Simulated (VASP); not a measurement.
Input:

```
PbS
1.0
    0.00000     3.02940     3.02940
    3.02940     0.00000     3.02940
    3.02940     3.02940     0.00000
Pb S
1 1
Direct
  0.00000   0.00000   0.00000
  0.50000   0.50000   0.50000
```

Calculation: PBE GGA, VASP's PBE PAW potentials (set 64) (plane waves; VASP). Numerical set-up: 400 eV cut-off, 6×6×6 Monkhorst-Pack mesh, Gaussian smearing of 0.050 eV, potentials Pb_d S.

### Question
Predict the energy per atom (σ→0), pressure.

### Answer

```json
{
 "energy per atom (σ→0)": "-4.382 eV/atom",
 "pressure": "-1.31 GPa"
}
```

Only differences to runs with the same potentials and settings are physical.

The compound is PbS in the rock salt structure. The cell was not relaxed at this level. The run is one of a series of settings (KPOINTS 6×6×6 Monkhorst-Pack mesh against the base run), some of them coarse on purpose.
